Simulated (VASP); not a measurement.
Consider the following.

```
CELL_PARAMETERS angstrom
      5.39954     0.00000     0.00000
     -2.69977     4.67614     0.00000
      0.00000     0.00000     5.17298
ATOMIC_POSITIONS crystal
  Te 0.00000 0.00000 0.00000
  K  0.33333 0.66667 0.26469
  K  0.66667 0.33333 0.73531
```

Computed with PBEsol GGA, VASP's PBE PAW potentials (set 64) (plane waves; VASP 6.6.1). Numerical set-up: 480 eV cut-off, 4×4×4 Γ-centred mesh, Gaussian smearing of 0.050 eV, potentials Te K_sv.

Q: Predict the energy per atom (σ→0).

A: 
energy per atom (σ→0): -2.781 eV/atom

The absolute energy has meaning only against runs of the same code, potentials and settings.

The structure was generated: K2Te was put into the CdI2 type (P-3m1), which need not be its known phase. It was relaxed first, which changed the volume by -11 %.
